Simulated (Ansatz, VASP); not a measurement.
**LiGeBr3: VASP beside Ansatz**

```
Li Ge Br
1.0
     5.49454    0.00000    0.00000
     0.00000    5.49454    0.00000
     0.00000    0.00000    5.49454
Li Ge Br
1 1 3
Direct
  0.50000 0.50000 0.50000
  0.00000 0.00000 0.00000
  0.50000 0.00000 0.00000
  0.00000 0.50000 0.00000
  0.00000 0.00000 0.50000
```

Alike in both runs: functional PBE; k mesh 4 × 4 × 4; occupations gaussian, width 0.1 eV; no spin polarisation.

Ansatz relaxed the structure, and its values are those at the end. VASP's run is a single point on that final structure, the one shown.

|  | VASP | Ansatz |
| --- | --- | --- |
| version | VASP 6.6.1 | Ansatz 0.2.0 |
| potentials or method | VASP PAW PBE potentials, release 64 (Li_sv, Ge_d, Br) | scalar-relativistic, plane waves, PAW |
| plane-wave cutoff (eV) | 520 | 420 |
| valence electrons in the cell | 38 | 38 |

```csv
,VASP,Ansatz,Ansatz less VASP
gap on the k mesh at the Fermi level (eV),0.48,0.48,+0.001
least direct gap on the mesh (eV),0.48,0.48,+0.001
```

With one functional, cell and mesh, what is left measures potentials, basis and numerics.
